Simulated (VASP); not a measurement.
The system is MoS2.

```xyz
6
Lattice="3.1610 0.0000 0.0000 -1.5805 2.7375 0.0000 0.0000 0.0000 12.9098" Properties=species:S:1:pos:R:3 pbc="T T T"
Mo    0.0000    1.8250    3.2274
Mo    1.5805    0.9125    9.6823
S     1.5805    0.9125    4.7924
S     1.5805    0.9125    1.6624
S     0.0000    1.8250   11.2473
S     0.0000    1.8250    8.1173
```

The cell was built by a generator and needn't be a form met in nature.

Base run:

| Item | Value |
| --- | --- |
| Program | VASP 6.6.1 |
| Functional | PBE |
| Dispersion | TS |
| Potentials or basis | VASP PAW PBE potentials, release 64 (Mo_sv, S) |
| Cutoff | 520 eV |
| k mesh | 8 × 8 × 2 |
| Occupations | fermi-dirac, width 0.05 eV |
| Spin | no spin polarisation |

Its results: band gap on the k mesh 1.24 eV, indirect (least direct gap 1.99 eV); pressure -0.7 GPa; largest force 0.031 eV/Å.

Task: The run is repeated on the same cell with these changes: dispersion from TS to D3(BJ). What comes out?

Result: Band gap on the k mesh 1.24 eV, indirect (least direct gap 1.99 eV); pressure -1.5 GPa; largest force 0.041 eV/Å.

A k mesh can miss the band edges.
